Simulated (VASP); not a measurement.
Consider the following.

```
KBr
1.0
    0.00000     3.27888     3.27888
    3.27888     0.00000     3.27888
    3.27888     3.27888     0.00000
K Br
1 1
Direct
  0.00000   0.00000   0.00000
  0.50000   0.50000   0.50000
```

Calculation: PBEsol GGA, VASP's PBE PAW potentials (set 64) (plane waves; VASP). Numerical set-up: PREC = Normal, EDIFF = 1E-5, 400 eV cut-off, 8×8×8 Γ-centred mesh, Gaussian smearing of 0.050 eV, potentials K_sv Br.

Problem. Predict the energy per atom (σ→0), band gap (on the k-mesh) with the smallest direct gap where there is one.

Solution. 
The band gap (on the k-mesh) is 4.33 eV, the smallest direct gap (on the k-mesh) is 4.33 eV and the energy per atom (σ→0) is -3.230 eV/atom.

The absolute energy has meaning only against runs of the same code, potentials and settings.

The compound is KBr in the rock salt structure. It was relaxed first.
